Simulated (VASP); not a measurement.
**Nb: stress against strain**

Nb (bcc, Im-3m, 17.998 Å³/atom and stress up to 0.06 GPa in the relaxed cell, cube axes along x, y and z) under a strain ε along a cube axis (axis z), the other axes held. r2SCAN in VASP (plane waves, PAW), 480 eV, 18×18×18 Γ-centred mesh, Methfessel-Paxton smearing 0.10 eV. Stress is positive for a compressed cell.

Here s stands for strain and y for stress zz.

```
strain (%)  stress zz (GPa)
----------  ---------------
-1.50                  3.95
-1.00                  2.62
-0.50                  1.34
0.00                   0.06
0.50                  -1.18
1.00                  -2.40
1.50                  -3.61
3.00                      ?
```

**Question.** Fit y against s with a straight line, and predict the withheld value at s = 3.00.

**Answer.** Means: s 0, y 0.111. About the means, the sum of products is -17.620 and the sum of squares of s is 7.0000; the slope is their ratio. Least squares gives y = 0.111 - 2.5171·s. Residuals (row less fit): 0.063, -0.008, -0.030, -0.051, -0.032, 0.006, 0.055; standard error 0.048 (degrees of freedom: 5). The slope gives the elastic constant C11 = about 250 GPa. At the withheld row, y = 0.111 - 2.5171 × 3.0 = -7.440 GPa. The calculation gives -7.04 GPa, 0.400 GPa above the prediction (3.6 % of the range of y in the table). The row lies outside the fitted rows, so this is an extrapolation. From the scatter of the fitted rows alone, a prediction at this place has a standard error of 0.075 GPa, so the miss is 5.3 times that.

A polynomial of degree 2 through the 12 other runs of the series gives -7.09 there, so most of the miss is curvature that the fit leaves out. In a metal these values are sensitive to mesh and smearing; energies are taken to zero smearing, stresses follow the free energy. The runs aren't spin-polarised. Rows are the converged runs of the series near zero and its far end, less any whose ions stayed unrelaxed beside relaxed ones; series whose fitted rows scatter by over a few per cent of the range, as at a crossing or softening among them, aren't shown in this form. Most that stay on the fit to the last digits aren't either.
